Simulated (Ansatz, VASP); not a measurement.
**GaCuSe2 in two plane-wave programs**

Aim: how closely do two programs agree when they are given the same cell, functional and k mesh? The cell is taken from a series of runs on this material, whose earlier steps may have relaxed, scaled, displaced or heated it; both programs get it as it stands.

Program: Ansatz 0.2.0. Level of theory: plane waves, with VASP 6.6.1 beside it; G0W0 gap at PBE, DFT+U. Results are calculated unless marked as measured.

In doubt: one-shot GW on d or f shells is unsure (step 3), so the values of those runs are not to be relied on.

## Step 1: The starting structure

Symmetry: I-42d, No. 122, tetragonal system. Conventional cell: a = 5.619 Å, b = 5.619 Å, c = 11.026 Å, α = 90.00°, β = 90.00°, γ = 90.00°. Ga has 4 Se at 2.42 Å nearest. Nearest to Cu lie 4 Se at 2.42 Å. Nearest to Se lie 2 Ga at 2.42 Å and 2 Cu at 2.42 Å. Farther neighbours and most contacts between anions are not listed.

## Step 2: VASP: G0W0 gap, PBE, DFT+U

Quasiparticle shifts depend on high empty states and on the cores, so they are the hardest test of two PAW sets.

Lines of VASP's logs that name or quote its potential files are left out, and so is its time.

The run reads the wave functions of an earlier VASP run, which isn't shown here.

File INCAR:

```
SYSTEM = GaCuSe2
PREC = Accurate
ENCUT = 500
ISMEAR = 0
SIGMA = 0.01
LREAL = .FALSE.
GGA = PE
NBANDS = 784
LASPH = .TRUE.
LMAXMIX = 4
ALGO = EVGW0
NELMGW = 1
ENCUTGW = 150
NOMEGA = 64
PRECFOCK = Fast
NBANDSGW = 64
LWAVE = .FALSE.
LCHARG = .FALSE.
```

File POSCAR:

```
GaCuSe2
1.0
   -2.8095500000      2.8095500000      5.5130000000
    2.8095500000     -2.8095500000      5.5130000000
    2.8095500000      2.8095500000     -5.5130000000
Ga Cu Se
2 2 4
Direct
    0.5000000000      0.5000000000      0.0000000000
    0.2500000000      0.7500000000      0.5000000000
    0.0000000000      0.0000000000      0.0000000000
    0.7500000000      0.2500000000      0.5000000000
    0.3750000000      0.3756200000      0.5006200000
    0.6243800000      0.1250000000      0.9993800000
    0.8750000000      0.8743800000      0.4993800000
    0.1256200000      0.6250000000      0.0006200000
```

File KPOINTS:

```
Automatic mesh
0
Gamma
4 4 4
0 0 0
```

Potentials, in the order of the species: Ga_d_GW, Cu_sv_GW and Se_GW (PBE family, release 64).

Command:

```
$ mpirun -np 16 vasp_std
```

Numbers of over 12 decimals in the logs are rounded to 6 here.

Output:

```text
[banner, memory and clock lines left out]
running   16 mpi-ranks, on    1 nodes
 distrk:  each k-point on   16 cores,    1 groups
 distr:  one band on    1 cores,   16 groups

 POSCAR found type information on POSCAR GaCuSe
 POSCAR found :  3 types and       8 ions
|                                                                             |
|           W    W    AA    RRRRR   N    N  II  N    N   GGGG   !!!           |
|           W    W   A  A   R    R  NN   N  II  NN   N  G    G  !!!           |
|           W    W  A    A  R    R  N N  N  II  N N  N  G       !!!           |
|           W WW W  AAAAAA  RRRRR   N  N N  II  N  N N  G  GGG   !            |
|           WW  WW  A    A  R   R   N   NN  II  N   NN  G    G                |
|           W    W  A    A  R    R  N    N  II  N    N   GGGG   !!!           |
|                                                                             |
|     For optimal performance we recommend to set                             |
|       NCORE = 2 up to number-of-cores-per-socket                            |
|     NCORE specifies how many cores store one orbital (NPAR=cpu/NCORE).      |
|     This setting can greatly improve the performance of VASP for DFT.       |
|     The default, NCORE=1 might be grossly inefficient on modern             |
|     multi-core architectures or massively parallel machines. Do your        |
|     Unfortunately you need to use the default for GW and RPA                |
|     calculations (for HF NCORE is supported but not extensively tested      |
|     yet).                                                                   |
|                                                                             |

|                                                                             |
|           W    W    AA    RRRRR   N    N  II  N    N   GGGG   !!!           |
|           W    W   A  A   R    R  NN   N  II  NN   N  G    G  !!!           |
|           W    W  A    A  R    R  N N  N  II  N N  N  G       !!!           |
|           W WW W  AAAAAA  RRRRR   N  N N  II  N  N N  G  GGG   !            |
|           WW  WW  A    A  R   R   N   NN  II  N   NN  G    G                |
|           W    W  A    A  R    R  N    N  II  N    N   GGGG   !!!           |
|                                                                             |
|     The default for ENCUTGWSOFT is different in this version of VASP.       |
|     please manually set ENCUTGWSOFT =150 in the INCAR file.                 |
|                                                                             |

 LDA part: xc-table for (Slater+PW92), standard interpolation
 found WAVECAR, reading the header
 POSCAR, INCAR and KPOINTS ok, starting setup
 FFT: planning ... GRIDC
 FFT: planning ... GRID_SOFT
 FFT: planning ... GRID
 reading WAVECAR
 the WAVECAR file was read successfully
 initial charge from wavefunction
 available memory per node:     33.02 GB, setting MAXMEM to     33813

 The Fermi energy was updated, please check that it is located mid-gap
 values below the HOMO (VB) or above the LUMO (CB) will cause erroneous energies
 E-fermi :   4.0528

 calculate exact exchange contribution
 the WAVEDER file was read successfully
|                                                                             |
|           W    W    AA    RRRRR   N    N  II  N    N   GGGG   !!!           |
|           W    W   A  A   R    R  NN   N  II  NN   N  G    G  !!!           |
|           W    W  A    A  R    R  N N  N  II  N N  N  G       !!!           |
|           W WW W  AAAAAA  RRRRR   N  N N  II  N  N N  G  GGG   !            |
|           WW  WW  A    A  R   R   N   NN  II  N   NN  G    G                |
|           W    W  A    A  R    R  N    N  II  N    N   GGGG   !!!           |
|                                                                             |
|     Automatic setting of frequency mesh for GW failed. Frequency mesh       |
|     properly not suitable for determining QP energies. Consider             |
|     increasing number of kpoints.                                           |
|                                                                             |

energies w=
    0.000    0.000    1.201    0.000    2.400    0.000    3.594    0.000
    4.780    0.000    5.957    0.000    7.122    0.000    8.274    0.000
    9.412    0.000   10.536    0.000   11.645    0.000   12.738    0.000
   13.817    0.000   14.881    0.000   15.932    0.000   16.971    0.000
   17.999    0.000   19.017    0.000   20.027    0.000   21.031    0.000
   22.030    0.000   23.026    0.000   24.022    0.000   25.020    0.000
   26.021    0.000   27.029    0.000   28.045    0.000   29.073    0.000
   30.115    0.000   31.175    0.000   32.255    0.000   33.361    0.000
   34.494    0.000   35.661    0.000   36.865    0.000   38.111    0.000
   39.407    0.000   40.758    0.000   42.173    0.000   43.659    0.000
   45.227    0.000   46.888    0.000   48.655    0.000   50.544    0.000
   52.573    0.000   54.763    0.000   57.140    0.000   59.735    0.000
   62.585    0.000   65.737    0.000   69.246    0.000   73.185    0.000
   77.643    0.000   82.739    0.000   88.624    0.000   95.504    0.000
  103.660    0.000  113.483    0.000  125.545    0.000  140.702    0.000
  160.309    0.000  186.633    0.000  223.789    0.000  280.091    0.000
 responsefunction array rank=     736
 LDA part: xc-table for (Slater+PW92), standard interpolation

 min. memory requirement per mpi rank   1322.8 MB, per node  21164.9 MB

 allocating   4 responsefunctions rank=   736
 shmem allocating  64 responsefunctions rank=   736
 response function shared by NCSHMEM nodes    1
 Doing            4  frequencies on each core in blocks of           64
NQ=   1    0.0000    0.0000    0.0000,
|.........|.........|.........|.........|.........|.........|.........|.........
 performed       5472000 updates of chi_q(r,r)
 total number of BLAS operations      23137.97 Gflops
NQ=   2    0.2500    0.0000    0.0000,
|.........|.........|.........|.........|.........|.........|.........|.........
 performed      15259000 updates of chi_q(r,r)
 total number of BLAS operations      64749.34 Gflops
NQ=   3    0.5000    0.0000    0.0000,
|.........|.........|.........|.........|.........|.........|.........|.........
 performed      23340000 updates of chi_q(r,r)
 total number of BLAS operations      99391.04 Gflops
NQ=   4    0.2500    0.2500    0.0000,
|.........|.........|.........|.........|.........|.........|.........|.........
 performed      32324000 updates of chi_q(r,r)
 total number of BLAS operations     137379.91 Gflops
NQ=   5    0.5000    0.2500    0.0000,
|.........|.........|.........|.........|.........|.........|.........|.........
 performed      42914000 updates of chi_q(r,r)
 total number of BLAS operations     181788.97 Gflops
NQ=   6   -0.2500    0.2500    0.0000,
|.........|.........|.........|.........|.........|.........|.........|.........
 performed      51095000 updates of chi_q(r,r)
 total number of BLAS operations     215720.37 Gflops
NQ=   7    0.5000    0.5000    0.0000,
|.........|.........|.........|.........|.........|.........|.........|.........
 performed      57570000 updates of chi_q(r,r)
 total number of BLAS operations     242279.13 Gflops
NQ=   8    0.2500    0.2500    0.2500,
|.........|.........|.........|.........|.........|.........|.........|.........
 performed      63343000 updates of chi_q(r,r)
 total number of BLAS operations     266488.98 Gflops
NQ=   9   -0.2500    0.2500    0.2500,
|.........|.........|.........|.........|.........|.........|.........|.........
 performed      71524000 updates of chi_q(r,r)
 total number of BLAS operations     300609.15 Gflops
NQ=  10    0.5000    0.5000    0.2500,
|.........|.........|.........|.........|.........|.........|.........|.........
 performed      79705000 updates of chi_q(r,r)
 total number of BLAS operations     335108.42 Gflops
NQ=  11   -0.2500    0.5000    0.2500,
|.........|.........|.........|.........|.........|.........|.........|.........
 performed      89492000 updates of chi_q(r,r)
 total number of BLAS operations     376605.71 Gflops
NQ=  12   -0.2500   -0.2500    0.2500,
|.........|.........|.........|.........|.........|.........|.........|.........
 performed      96068000 updates of chi_q(r,r)
 total number of BLAS operations     404411.11 Gflops
NQ=  13    0.5000    0.5000    0.5000,
|.........|.........|.........|.........|.........|.........|.........|.........
 performed     101540000 updates of chi_q(r,r)
 total number of BLAS operations     428125.50 Gflops
 resolving degeneracies of screened two electron integrals

 calculate QP shifts <psi_nk| G(iteration)W_0 |psi_nk>: iteration 1
 entering main loop
```

Parts of OUTCAR (step 2):

```text
ion  position               nearest neighbor table
   1  0.500  0.500  0.000-   7 2.42   8 2.42   5 2.42   6 2.42
   2  0.250  0.750  0.500-   5 2.42   6 2.42   8 2.42   7 2.42
   3  0.000  0.000  0.000-   6 2.42   8 2.42   7 2.42   5 2.42
   4  0.750  0.250  0.500-   5 2.42   7 2.42   6 2.42   8 2.42
   5  0.375  0.376  0.501-   2 2.42   1 2.42   4 2.42   3 2.42
   6  0.624  0.125  0.999-   2 2.42   1 2.42   4 2.42   3 2.42
   7  0.875  0.874  0.499-   1 2.42   2 2.42   3 2.42   4 2.42
   8  0.126  0.625  0.001-   1 2.42   2 2.42   3 2.42   4 2.42

  LATTYP: Found a body centered tetragonal cell.
 ALAT       =     5.6191000000
 C/A-ratio  =     1.9622359453

 Subroutine GETGRP returns: Found  8 space group operations
 (whereof  4 operations were pure point group operations)

The static configuration has the point symmetry S_4 .
 The point group associated with its full space group is D_2d.

 Found     13 irreducible k-points:

   k-points           NKPTS =     13   k-points in BZ     NKDIM =     64   number of bands    NBANDS=    784

   dimension x,y,z NGX =    50 NGY =   50 NGZ =   50
   dimension x,y,z NGXF=   100 NGYF=  100 NGZF=  100

   ENCUT  =  500.0 eV  36.75 Ry    6.06 a.u.  12.39 12.39 12.39*2*pi/ulx,y,z

   NELECT =      88.0000    total number of electrons

  energy-cutoff  :      500.00
  volume of cell :      174.07
      direct lattice vectors                 reciprocal lattice vectors
    -2.809550000  2.809550000  5.513000000     0.000000000  0.177964443  0.090694722
     2.809550000 -2.809550000  5.513000000     0.177964443  0.000000000  0.090694722
     2.809550000  2.809550000 -5.513000000     0.177964443  0.177964443  0.000000000

 k-points in reciprocal lattice and weights: Automatic mesh
   0.00000000  0.00000000  0.00000000       0.016
   0.25000000  0.00000000  0.00000000       0.125
   0.50000000  0.00000000  0.00000000       0.062
   0.25000000  0.25000000  0.00000000       0.125
   0.50000000  0.25000000  0.00000000       0.250
  -0.25000000  0.25000000  0.00000000       0.062
   0.50000000  0.50000000  0.00000000       0.031
   0.25000000  0.25000000  0.25000000       0.031
  -0.25000000  0.25000000  0.25000000       0.062
   0.50000000  0.50000000  0.25000000       0.062
  -0.25000000  0.50000000  0.25000000       0.125
  -0.25000000 -0.25000000  0.25000000       0.031
   0.50000000  0.50000000  0.50000000       0.016

 E-fermi :   4.0528

 QP shifts <psi_nk| G(iteration)W_0 |psi_nk>: iteration 1
 for sc-GW calculations column KS-energies equals QP-energies in previous step
 and V_xc(KS)=  KS-energies - (<T + V_ion + V_H > + <T+V_H+V_ion>^1  + <V_x>^1)
 k-point   1 :       0.0000    0.0000    0.0000
  band No.  KS-energies  QP-energies   sigma(KS)   V_xc(KS)     V^pw_x(r,r')   Z            occupation Imag(sigma)
    ...
     41       2.2130       1.8693     -28.1617     -27.6675     -35.3176       0.6956       2.0000       0.8644
     42       3.7441       3.2824     -21.1557     -20.5377     -24.7291       0.7470       2.0000       0.4540
     43       3.7441       3.2824     -21.1557     -20.5377     -24.7291       0.7470       2.0000       0.4540
     44       3.8673       3.3998     -21.4321     -20.8056     -25.0989       0.7463       2.0000       0.4604
     45       4.2384       4.6435     -10.8795     -11.3853      -7.6513       0.8010       0.0000      -0.2630
     46       5.8824       6.0795     -10.3253     -10.5708      -7.1547       0.8028       0.0000      -0.3292
     47       6.2479       6.6894     -12.3135     -12.8720      -9.1291       0.7905       0.0000      -0.3420
     48       7.9737       8.3443     -10.1421     -10.6072      -6.0347       0.7971       0.0000      -0.4533
    ...

 k-point   2 :       0.2500    0.0000    0.0000
  band No.  KS-energies  QP-energies   sigma(KS)   V_xc(KS)     V^pw_x(r,r')   Z            occupation Imag(sigma)
    ...
     41       2.3488       1.9528     -25.9170     -25.3584     -32.1261       0.7089       2.0000       0.7719
     42       2.7419       2.3986     -24.4687     -23.9916     -29.8192       0.7195       2.0000       0.6690
     43       3.2437       2.7722     -21.6096     -20.9728     -25.6930       0.7403       2.0000       0.5267
     44       3.6208       3.1457     -21.5515     -20.9124     -25.4477       0.7434       2.0000       0.4933
     45       5.5880       5.9897     -12.2155     -12.7235      -9.1510       0.7908       0.0000      -0.2911
     46       6.5324       6.9990     -11.9044     -12.4946      -8.4930       0.7906       0.0000      -0.3698
     47       6.8223       7.0639     -10.2830     -10.5843      -6.8063       0.8016       0.0000      -0.3736
     48       7.3300       7.6830     -10.4203     -10.8619      -6.6172       0.7993       0.0000      -0.4040
    ...

 k-point   3 :       0.5000    0.0000    0.0000
  band No.  KS-energies  QP-energies   sigma(KS)   V_xc(KS)     V^pw_x(r,r')   Z            occupation Imag(sigma)
    ...
     41       2.4718       2.0465     -24.3711     -23.7792     -29.8718       0.7185       2.0000       0.6966
     42       2.5702       2.1387     -24.0180     -23.4184     -29.5175       0.7195       2.0000       0.7023
     43       2.7129       2.2647     -24.0931     -23.4708     -29.5025       0.7201       2.0000       0.6827
     44       3.2910       2.8074     -22.1625     -21.5060     -26.5857       0.7365       2.0000       0.5620
     45       6.1752       6.6849     -11.8900     -12.5360      -8.3807       0.7889       0.0000      -0.3591
     46       6.5670       7.0641     -11.3022     -11.9301      -7.5885       0.7917       0.0000      -0.3921
     47       7.2172       7.5108      -9.7751     -10.1417      -5.8833       0.8010       0.0000      -0.4117
     48       8.1482       8.5874     -10.5577     -11.1100      -6.3389       0.7954       0.0000      -0.4671
    ...

 k-point   4 :       0.2500    0.2500    0.0000
  band No.  KS-energies  QP-energies   sigma(KS)   V_xc(KS)     V^pw_x(r,r')   Z            occupation Imag(sigma)
    ...
     41       2.4678       2.0267     -24.7536     -24.1371     -30.5754       0.7154       2.0000       0.7418
     42       2.6995       2.2534     -24.2245     -23.6039     -29.7152       0.7188       2.0000       0.6891
     43       3.3921       2.9186     -21.9278     -21.2873     -26.0752       0.7393       2.0000       0.5244
     44       3.4395       2.9554     -21.8175     -21.1636     -25.9385       0.7404       2.0000       0.5236
     45       5.3402       5.7630     -11.1832     -11.7147      -7.8417       0.7954       0.0000      -0.3103
     46       6.0987       6.5266     -11.7909     -12.3309      -8.5217       0.7923       0.0000      -0.3424
     47       6.8509       7.1470     -10.1507     -10.5198      -6.4400       0.8022       0.0000      -0.3808
     48       7.0340       7.3080      -9.9877     -10.3290      -6.2591       0.8025       0.0000      -0.3872
    ...

[... 4 further parts left out ...]
```

(Continued in part 2 of 2.)

[Lines on the potential files, build, host, timing and source positions are cut from VASP's logs without a mark.]

[Logs are printed without paths, hosts, clocks, repeated set-up lines and the standing remarks that a program may print on its own settings, such as how far it seeks lower states.]

[Hosts, paths, dates, database ids (printed as entryN), source tags and the programs' standing remarks are cut or masked in the printed files.]
